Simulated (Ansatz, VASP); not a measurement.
# One calculation of NaAl3, two programs

```
CELL_PARAMETERS angstrom
-2.34392 2.34392 3.90617
2.34392 -2.34392 3.90617
2.34392 2.34392 -3.90617
ATOMIC_POSITIONS crystal
Na 0.00000 0.00000 0.00000
Al 0.75000 0.25000 0.50000
Al 0.25000 0.75000 0.50000
Al 0.50000 0.50000 0.00000
```

Alike in both runs: task single point; functional PBE; k mesh 14 × 14 × 14; occupations gaussian, width 0.1 eV; no spin polarisation.

```csv
,VASP,Ansatz
version,VASP 6.6.1,Ansatz 0.2.0
potentials or method,"VASP PAW PBE potentials, release 64 (Na_pv, Al)","scalar-relativistic, plane waves, PAW"
plane-wave cutoff (eV),520,420
valence electrons in the cell,16,18
```

```tsv
	VASP	Ansatz	Ansatz less VASP
gap on the k mesh at the Fermi level (eV)	none	none	-
pressure (GPa)	-4.1	-4.1	-0.02
largest component of the traceless stress (GPa)	0.85	0.85	+0.002
```

A gap of «none» marks a metal or a gap that the smearing closes. The two sets of potentials don't hold the same shells in valence.
